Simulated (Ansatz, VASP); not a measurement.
# Ta: VASP beside Ansatz, part 2 of 2

Aim: how closely do two programs agree when they are given the same cell, functional and k mesh? Of the first pair: The structure shown is the start of the Ansatz relaxation below; VASP solves that cell, so the two are compared at the walk's first step.

VASP 6.6.1 and Ansatz 0.2.0.

So far. Step 3 (VASP: single point, PBEsol, start cell, pair 1): The run ends at a pressure of -3.78 GPa, with forces up to 2.4 eV/Å.

### Step 6. VASP: single point, PBEsol, relaxed cell, pair 2

Level of this step: PBEsol; plane waves and PAW (Ta_pv) (VASP).

The same cell, functional, mesh and smearing now go to VASP, with its own data sets.

Input file INCAR:

```
SYSTEM = Ta
PREC = Accurate
ENCUT = 400
EDIFF = 1E-06
NELM = 120
ISMEAR = 0
SIGMA = 0.1
LREAL = .FALSE.
ALGO = Normal
GGA = PS
NBANDS = 22
LASPH = .TRUE.
LORBIT = 11
LWAVE = .FALSE.
LCHARG = .FALSE.
ISIF = 2
LDIPOL = .TRUE.
IDIPOL = 3
DIPOL = 0.5 0.5 0.268
LVHAR = .TRUE.
GGA_COMPAT = .FALSE.
NELMDL = -8
KPAR = 2
```

Input file POSCAR:

```
Ta
1.0
    3.2161755367      0.0000000000      0.0000000000
    0.0000000000      3.2161755367      0.0000000000
    0.0000000000      0.0000000000     30.4000004000
Ta
3
Direct
    0.0000000000      0.0000000000      0.2196995765
    0.5000000000      0.5000000000      0.2680921017
    0.0000000000      0.0000000000      0.3164846269
```

Input file KPOINTS:

```
Automatic mesh
0
Gamma
6 6 1
0 0 0
```

The projector-augmented-wave data sets are Ta_pv (PBE family, release 64).

Run with:

```console
> mpirun -np 2 vasp_std
```

Numbers of over 12 decimals in the logs are rounded to 6 here.

What it wrote:

```text
[banner, memory and clock lines left out]
running    2 mpi-ranks, on    1 nodes
[...]
[... a notice as in an earlier step ...]

 LDA part: xc-table for (Slater+PW92), standard interpolation
 POSCAR, INCAR and KPOINTS ok, starting setup
[...]
entering main loop
       N       E                     dE             d eps       ncg     rms          rms(c)
DAV:   1     0.147575392630E+03    0.14758E+03   -0.16247E+04   672   0.920E+02
DAV:   2    -0.275394119548E+02   -0.17511E+03   -0.16630E+03   530   0.247E+02
DAV:   3    -0.381779327468E+02   -0.10639E+02   -0.10120E+02   526   0.517E+01
DAV:   4    -0.386222678544E+02   -0.44434E+00   -0.43932E+00   614   0.961E+00
[...]
DAV:  25    -0.340333350301E+02   -0.32583E-05   -0.72412E-08   294   0.158E-03    0.154E-04
DAV:  26    -0.340333361331E+02   -0.11030E-05   -0.47071E-08   294   0.471E-04    0.112E-04
DAV:  27    -0.340333367576E+02   -0.62448E-06   -0.11217E-08   256   0.648E-04
   1 F= -.34033337E+02 E0= -.34029571E+02  d E =-.753083E-02
```

OUTCAR, selected parts (step 6):

```text
  Total        0.0757613      0.0757613      0.0447909      0.0000000      0.0000000      0.0000000
  in kB        0.3860158      0.3860158      0.2282168      0.0000000      0.0000000      0.0000000
  external PRESSURE =       0.3334161 kB  Pullay stress =       0.0000000 kB

 POSITION                                       TOTAL-FORCE (eV/Angst)
 -----------------------------------------------------------------------------------
      0.00000      0.00000      6.67887        -0.000000      0.000000     -0.026628
      1.60809      1.60809      8.15000         0.000000      0.000000      0.000000
      0.00000      0.00000      9.62113         0.000000      0.000000      0.026628
 -----------------------------------------------------------------------------------
    total drift:                                0.000000     -0.000000     -0.000013

  FREE ENERGIE OF THE ION-ELECTRON SYSTEM (eV)
  ---------------------------------------------------
  free  energy   TOTEN  =       -34.0333367576 eV

  energy  without entropy=      -34.0258059228  energy(sigma->0) =      -34.02957134

[... 1 part as in an earlier step ...]

[... 2 further parts left out ...]
[key lines of the parts left out:]
E-fermi :  -1.9582
```

The run ends at a pressure of 0.03 GPa, with forces up to 0.027 eV/Å.

### Step 7. Comparison

What differs besides the data sets and the points named for the pairs above, as far as they apply: the data sets hold 39 valence electrons in Ansatz (on its PAW soft_1 files) and 33 in VASP. Total energies have different zeros and are not compared.

At this near-relaxed geometry the largest component of a force difference is 26 meV/Å. With vacuum in the cell, a pressure given here is an average over mostly empty space and none of the material.

### Step 8. Other set-ups

Further runs change the set-up of one program: Ansatz's method, potentials or start, or VASP's data sets, cutoff or form of LDA. The table gives that difference for each run.

```csv
run,r.m.s. force difference (meV/Å)
as above,12
VASP with the data sets Ta_sv_GW,1.2
```

### Step 9. Ansatz: relaxation, PBEsol

The two programs are compared at the cell with which this relaxation starts, whose forces are those of its first step.

The structure compared here is the start of the Ansatz relaxation; VASP solves that cell, so the two are compared at the walk's first step.

Input file input.yaml:

```yaml
crystal:
  lattice:
    - [3.2327744218, 0.0, 0.0]
    - [0.0, 3.2327744218, 0.0]
    - [0.0, 0.0, 30.4000004]
  atoms:
    - { symbol: Ta, position: [0.0, 0.0, 0.2203086967] }
    - { symbol: Ta, position: [0.5, 0.5, 0.2680921017] }
    - { symbol: Ta, position: [0.0, 0.0, 0.3158755067] }
  periodic: [true, true, false]
kpoints:
  mp_grid: { grid: [16, 16, 1] }
hamiltonian:
  xc: pbesol
  pseudopotentials: { kind: paw, azcp: { folder: soft_1 }, xc_functional: pbe }
scf:
  occupations: { method: methfessel_paxton, width: 0.2 }
output:
  forces: true
  stress: true
  eigenvalues: true
  write_density: true
  write_potential: true
  elf: true
  volumetric_format: npy
relax:
  adjacent_minimum: "off"
  f_tol: 0.001
  max_steps: 60
  cell: { stress_2d_tol: 0.002 }
```

Run with:

```console
> ansatz run input.yaml --threads 4 --pin off --max-ram 16384MiB --backend cpu --events-out ev --progress --plain --runs-dir out
```

What it wrote:

```text
[...]
Crystal: 3 atoms, lattice volume = 317.705 Å³
Basis set: ecut = 420 eV, 6277 PW (Γ), exchange–correlation on 48×48×432 points (8 copies of the dense FFT grid, shifted against one another)
Bands: 24, of which v1, the nominal top of the filled ones, is band 20 counted from 1 (19 counted from 0)
Symmetry: 16 space group operations
[...]
k-points: 45 of 256
[...]
k-point 44: bands = [... 16 lower, -5.3620, -5.1599, -5.1599, -2.2447, -2.2447, -1.2748, -0.8665, -0.8665]
--- Relaxed structure (3 steps of the walk, 2 accepted, 1 SCFs on fresh bases) ---
[...]
cell:  # Å, volume = 317.7562 Å³
    - [3.233034, 0.0, 0.0]
    - [0.0, 3.233034, 0.0]
    - [0.0, 0.0, 30.4000004]
  atoms:
    - { symbol: Ta, position: [0, 0, 0.220346] }
    - { symbol: Ta, position: [0.5, 0.5, 0.2680921017] }
    - { symbol: Ta, position: [0, 0, 0.315839] }
[key lines of the parts left out:]
SCF converged after 7 iterations
Free energy (F): -29418.562163 eV
Fermi energy:    -3.794735 eV
P = ½ c Tr σ = 0.0013 N/m
```

### Step 10. VASP: single point, PBEsol, start cell, pair 3

The same cell, functional, mesh and smearing now go to VASP, with its own data sets.

INCAR: that of step 6 with these lines changed.

```diff
@@ -5,4 +5,4 @@
 NELM = 120
-ISMEAR = 0
-SIGMA = 0.1
+ISMEAR = 1
+SIGMA = 0.2
 LREAL = .FALSE.
```

Input file POSCAR:

```
Ta
1.0
    3.2327740000      0.0000000000      0.0000000000
    0.0000000000      3.2327740000      0.0000000000
    0.0000000000      0.0000000000     30.4000000000
Ta
3
Direct
    0.0000000000      0.0000000000      0.2203086842
    0.5000000000      0.5000000000      0.2680921053
    0.0000000000      0.0000000000      0.3158755263
```

Input file KPOINTS:

```
Automatic mesh
0
Gamma
16 16 1
0 0 0
```

Run with:

```console
> mpirun -np 2 vasp_std
```

What it wrote:

```text
[... set-up lines as in an earlier step ...]
 entering main loop
       N       E                     dE             d eps       ncg     rms          rms(c)
DAV:   1     0.150113026156E+03    0.15011E+03   -0.16250E+04  3012   0.924E+02
DAV:   2    -0.278281383960E+02   -0.17794E+03   -0.16919E+03  2444   0.249E+02
DAV:   3    -0.380592499984E+02   -0.10231E+02   -0.97399E+01  2342   0.511E+01
DAV:   4    -0.385108213204E+02   -0.45157E+00   -0.44457E+00  2822   0.969E+00
[...]
DAV:  25    -0.340023648617E+02   -0.39907E-05   -0.21676E-07  1450   0.102E-03    0.194E-04
DAV:  26    -0.340023672163E+02   -0.23546E-05   -0.59762E-08  1284   0.120E-03    0.108E-04
DAV:  27    -0.340023681316E+02   -0.91534E-06   -0.25006E-08  1250   0.459E-04
   1 F= -.34002368E+02 E0= -.34001949E+02  d E =-.125694E-02
```

Parts of OUTCAR (step 10):

```text
  Total        0.0580346      0.0580346      0.0019816      0.0000000      0.0000000      0.0000000
  in kB        0.2926666      0.2926666      0.0099929      0.0000000      0.0000000      0.0000000
  external PRESSURE =       0.1984420 kB  Pullay stress =       0.0000000 kB

 POSITION                                       TOTAL-FORCE (eV/Angst)
 -----------------------------------------------------------------------------------
      0.00000      0.00000      6.69738        -0.000000      0.000000     -0.011642
      1.61639      1.61639      8.15000        -0.000000      0.000000     -0.000000
      0.00000      0.00000      9.60262         0.000000      0.000000      0.011642
 -----------------------------------------------------------------------------------
    total drift:                                0.000000     -0.000000     -0.000206

  FREE ENERGIE OF THE ION-ELECTRON SYSTEM (eV)
  ---------------------------------------------------
  free  energy   TOTEN  =       -34.0023681316 eV

  energy  without entropy=      -34.0011111917  energy(sigma->0) =      -34.00194915

[... 3 further parts left out ...]
[key lines of the parts left out:]
E-fermi :  -2.0846
```

The run ends at a pressure of 0.02 GPa, with forces up to 0.012 eV/Å.

### Step 11. Comparison

What differs besides the data sets and the points named for the pairs above, as far as they apply: the data sets hold 39 valence electrons in Ansatz (on its PAW soft_1 files) and 33 in VASP. Total energies have different zeros and are not compared.

At this near-relaxed geometry the largest component of a force difference is 25 meV/Å. With vacuum in the cell, a pressure given here is an average over mostly empty space and none of the material.

### Step 12. What came out

```
r.m.s. force difference (single point, PBEsol, start cell, pair 1)   : 0.19 % of the r.m.s. force
r.m.s. force difference (single point, PBEsol, relaxed cell, pair 2) : 12 meV/Å
r.m.s. force difference (single point, PBEsol, start cell, pair 3)   : 12 meV/Å
```

**Reading.** The r.m.s. force difference is 12 meV/Å (single point, PBEsol, relaxed cell, pair 2), at about the 12 meV/Å picked in this series as the mark of a large difference. The data sets hold unlike numbers of valence electrons (39 in Ansatz and 33 in VASP), so part of the differences comes from the potentials. Single point, PBEsol, relaxed cell, pair 2, VASP with the data sets Ta_sv_GW: r.m.s. force difference goes from 12 to 1.2 meV/Å. Such differences can come from data sets, numerical settings and the points named under the comparisons, not from the functional's error against experiment.

[Lines on the potential files, build, host, timing and source positions are cut from VASP's logs without a mark.]

[Logs are printed without paths, hosts, clocks, repeated set-up lines and the standing remarks that a program may print on its own settings, such as how far it seeks lower states.]

[Hosts, paths, dates, database ids (printed as entryN), source tags and the programs' standing remarks are cut or masked in the printed files.]
